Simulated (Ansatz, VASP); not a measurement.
# ZrSeS: VASP beside Ansatz, part 3 of 3

Aim: how closely do two programs agree when they are given the same cell, functional and k mesh? The cell is taken from a series of runs on this material, whose earlier steps may have relaxed, scaled, displaced or heated it; both programs get it as it stands.

VASP 6.6.1 and Ansatz 0.2.0.

So far: The structure; Ansatz: zone-centre phonons, PBEsol, pair 1; VASP: zone-centre phonons, PBEsol, pair 1; Differences.

### Step 5. VASP: zone-centre phonons, PBEsol, pair 2

Level of this step: PBEsol; plane waves and PAW (Zr_sv, S, Se) (VASP).

Second derivatives magnify differences that forces hide, and they need a tight electronic threshold.

The input, INCAR:

```
SYSTEM = ZrSeS
PREC = Accurate
ENCUT = 500
EDIFF = 1E-08
NELM = 120
ISMEAR = 0
SIGMA = 0.01
LREAL = .FALSE.
ALGO = Normal
GGA = PS
NBANDS = 18
LASPH = .TRUE.
LORBIT = 11
LWAVE = .FALSE.
LCHARG = .FALSE.
ISIF = 2
IBRION = 8
GGA_COMPAT = .FALSE.
EFERMI = MIDGAP
NELMDL = -8
KPAR = 2
```

The input, POSCAR:

```
ZrSeS
1.0
    3.6116274680      0.0000000000      0.0000000000
   -1.8058137340      3.1277611363      0.0000000000
    0.0000000000      0.0000000000     30.0000000000
Zr S Se
1 1 1
Direct
    0.0000000000      0.0000000000      0.3348657251
    0.3333333333      0.6666666667      0.3824317228
    0.6666666667      0.3333333333      0.2793692187
```

The input, KPOINTS:

```
Automatic mesh
0
Gamma
12 12 1
0 0 0
```

The projector-augmented-wave data sets are Zr_sv, S and Se (PBE family, release 64).

Launch:

```sh
$ mpirun -np 2 vasp_std
```

Numbers of over 12 decimals in the logs are rounded to 6 here.

Log:

```text
[banner, memory and clock lines left out]
running    2 mpi-ranks, on    1 nodes
[...]
[... a notice as in an earlier step ...]

 LDA part: xc-table for (Slater+PW92), standard interpolation
 POSCAR, INCAR and KPOINTS ok, starting setup
[...]
entering main loop
       N       E                     dE             d eps       ncg     rms          rms(c)
DAV:   1     0.163468433934E+03    0.16347E+03   -0.97738E+03   860   0.931E+02
DAV:   2    -0.199281369930E+01   -0.16546E+03   -0.16143E+03   930   0.213E+02
DAV:   3    -0.225353390692E+02   -0.20543E+02   -0.20495E+02  1216   0.674E+01
DAV:   4    -0.232526541471E+02   -0.71732E+00   -0.71612E+00  1030   0.111E+01
[...]
DAV:  28    -0.216135537619E+02   -0.96152E-07    0.55152E-10   642   0.645E-05    0.207E-05
DAV:  29    -0.216135538437E+02   -0.81848E-07    0.41841E-10   636   0.628E-05    0.148E-05
DAV:  30    -0.216135538480E+02   -0.42669E-08    0.82290E-10   558   0.166E-05
   1 F= -.21613554E+02 E0= -.21613554E+02  d E =-.638310E-96
[...]
RMM:  16    -0.783954865474E-01   -0.57447E-08   -0.10293E-07  7094   0.365E-05    0.600E-06
RMM:  17    -0.783955047821E-01   -0.18235E-07   -0.33871E-09  6641   0.280E-05    0.138E-06
RMM:  18    -0.783955078486E-01   -0.30665E-08   -0.40044E-08  6820   0.222E-05    0.659E-07
 first order change of Fermi-energy  -0.12732E+00
 force on displaced ion       3 direction 1 :  -3.308  -0.001  -0.001
 Linear response progress:
  Degree of freedom:   6/  6
       N       E                     dE             d eps       ncg     rms          rms(c)
RMM:   1    -0.128289423246E+00   -0.12829E+00   -0.17100E-02  1722   0.128E+00
RMM:   2    -0.120461354079E+00    0.78281E-02   -0.69822E-03  1331   0.383E-01    0.182E-01
RMM:   3    -0.120535131620E+00   -0.73778E-04   -0.76528E-04  1393   0.135E-01    0.121E-01
RMM:   4    -0.120683534621E+00   -0.14840E-03   -0.38776E-04  1465   0.768E-02    0.292E-02
[...]
RMM:  18    -0.120691880949E+00   -0.26083E-07   -0.43085E-08  1681   0.323E-05    0.626E-06
RMM:  19    -0.120691895728E+00   -0.14779E-07   -0.38068E-08  1583   0.230E-05    0.402E-06
RMM:  20    -0.120691899904E+00   -0.41765E-08    0.13011E-08  1567   0.189E-05    0.199E-06
 first order change of Fermi-energy  -0.66813E+00
 force on displaced ion       3 direction 3 :  -0.000  -0.000  -9.962
 Linear response finished
```

Parts of OUTCAR (step 5):

```text
  Total        1.3817765      1.3817765      0.0542991      0.0000000      0.0000000      0.0000000
  in kB        6.5326680      6.5326680      0.2567117      0.0000000      0.0000000      0.0000000
  external PRESSURE =       4.4406826 kB  Pullay stress =       0.0000000 kB

 POSITION                                       TOTAL-FORCE (eV/Angst)
 -----------------------------------------------------------------------------------
      0.00000      0.00000     10.04597         0.000000     -0.000000      0.008758
     -0.00000      2.08517     11.47295        -0.000000      0.000000      0.018904
      1.80581      1.04259      8.38108         0.000000      0.000000     -0.027663
 -----------------------------------------------------------------------------------
    total drift:                                0.000000     -0.000000      0.000168

[... 1 part as in an earlier step ...]

[... 1 further part left out ...]
```

### Step 6. Ansatz: zone-centre phonons, PBEsol, pair 2

The same cell, functional and mesh now go to Ansatz, which takes its cutoff from its data sets.

The cell is taken from a series of runs on this material, whose earlier steps may have relaxed, scaled, displaced or heated it; both programs get it as it stands.

The input, input.yaml:

```yaml
crystal:
  lattice:
    - [3.611627468, 0.0, 0.0]
    - [-1.805813734, 3.1277611363, 0.0]
    - [0.0, 0.0, 30.0]
  atoms:
    - { symbol: Zr, position: [0.0, 0.0, 0.3348657251] }
    - { symbol: S, position: [0.3333333333, 0.6666666667, 0.3824317228] }
    - { symbol: Se, position: [0.6666666667, 0.3333333333, 0.2793692187] }
  periodic: [true, true, false]
kpoints:
  mp_grid: { grid: [12, 12, 1] }
hamiltonian:
  xc: pbesol
  pseudopotentials: { kind: paw, azcp: { folder: soft_1 }, xc_functional: pbe }
scf:
  occupations: { method: fixed }
output:
  eigenvalues: true
phonons:
  method: dfpt
```

Launch:

```sh
$ ansatz run input.yaml --threads 4 --pin off --max-ram 16384MiB --backend cpu --events-out ev --progress --plain --runs-dir out
```

Log:

```text
[...]
Crystal: 3 atoms, lattice volume = 338.889 Å³
Basis set: ecut = 420 eV, 6569 PW (Γ), exchange–correlation on 50×50×432 points (8 copies of the dense FFT grid, shifted against one another)
Bands: 21, of which v1, the nominal top of the filled ones, is band 17 counted from 1 (16 counted from 0)
Symmetry: 6 space group operations
k-points: 43 of 144 (irreducible under 2 space group operations, time reversal used)
[...]
k-point 2: bands = [... 13 lower, -8.4146, -7.3675, -6.6072, -6.2917, -4.5462, -3.6214, -3.3686, -1.7256]
  k-point 42: bands = [... 13 lower, -8.6761, -8.2443, -8.0723, -7.2857, -3.9389, -3.4762, -2.3718, -1.4447]
[...]
ASR residual: 8.261e-5 → 0.000e0 eV/Å²; symmetrization residual: 1.340e-5 eV/Å²
  ASR residual per site (eV/Å²): 7.69e-5 8.26e-5 5.20e-5
  Γ frequencies (cm⁻¹): 0.00 0.00 0.00 113.42 113.42 225.10 225.10 234.53 333.51
[...]
[key lines of the parts left out:]
SCF converged after 13 iterations
Free energy (F): -10442.075577 eV
Fermi energy:    -5.593803 eV
```

### Step 7. Side by side

What differs besides the data sets and the points named for the pairs above, as far as they apply: fixed occupations in Ansatz, narrow Gaussian smearing in VASP; the data sets hold 34 valence electrons in Ansatz (on its PAW soft_1 files) and 24 in VASP. Total energies have different zeros and are not compared.

The two programs side by side:

| quantity | Ansatz | VASP | difference |
| --- | --- | --- | --- |
| optical mode 1 to 2 (cm⁻¹) | 113.4 | 114.8 | -1.16 % |
| optical mode 3 to 4 (cm⁻¹) | 225.1 | 225.7 | -0.27 % |
| optical mode 5 (cm⁻¹) | 234.5 | 235.0 | -0.21 % |
| optical mode 6 (cm⁻¹) | 333.5 | 333.6 | -0.02 % |

Modes are paired by rising frequency, not by their patterns, so a pair may set unlike modes beside each other; they are those without the splitting of longitudinal modes. Where the cell holds vacuum, a pressure given here is an average over it and none of the material.

### Step 8. Outcome

| Item | Value |
| --- | --- |
| r.m.s. difference of the optical zone-centre modes, each program's sorted by frequency (zone-centre phonons, PBEsol, pair 1) | 1.0 cm⁻¹ |
| difference in optical mode 1 to 2 (zone-centre phonons, PBEsol, pair 1) | -1.5 % |
| r.m.s. difference of the optical zone-centre modes, each program's sorted by frequency (zone-centre phonons, PBEsol, pair 2) | 0.87 cm⁻¹ |
| difference in optical mode 1 to 2 (zone-centre phonons, PBEsol, pair 2) | -1.2 % |

The r.m.s. difference of the optical zone-centre modes, each program's sorted by frequency is 1.0 cm⁻¹ (zone-centre phonons, PBEsol, pair 1). The data sets hold unlike numbers of valence electrons (34 in Ansatz and 24 in VASP), so part of the differences may come from the potentials. Among the rows given in per cent, the largest difference of the zone-centre phonons, PBEsol, pair 1 pair is in optical mode 1 to 2, -1.5 %. Among the rows given in per cent, the largest difference of the zone-centre phonons, PBEsol, pair 2 pair is in optical mode 1 to 2, -1.2 %. How closely two codes agree says nothing of how well the functional describes the real material.

[Lines on the potential files, build, host, timing and source positions are cut from VASP's logs without a mark.]

[Logs are printed without paths, hosts, clocks, repeated set-up lines and the standing remarks that a program may print on its own settings, such as how far it seeks lower states.]

[Hosts, paths, dates, database ids (printed as entryN), source tags and the programs' standing remarks are cut or masked in the printed files.]
